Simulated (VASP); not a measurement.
How well do functionals in VASP give the band gap of CuCl (zinc blende)? (Scalar-relativistic values.)

The measured value is 3.39 eV at 2 K (as given by arXiv:1206.3780).

**Question.** Order HSE06 (PBE cell), B3LYP (PBE cell), PBEsol (own cell), PBE0 (PBE cell), LDA (own cell) by the size of their error, smallest first.

**Answer.** PBE0 (PBE cell) (3.04, -0.35), B3LYP (PBE cell) (2.65, -0.74), HSE06 (PBE cell) (2.34, -1.05), LDA (own cell) (0.66, -2.73), PBEsol (own cell) (0.55, -2.84)

Only levels that ran to the end are used. Left out are those held back, those with too coarse a band path, GW runs whose mesh misses a band edge, hybrids' fits of cells that aren't cubic and levels without matching references; a question may draw on a part of the rest.

The compound is CuCl in the zinc blende structure.
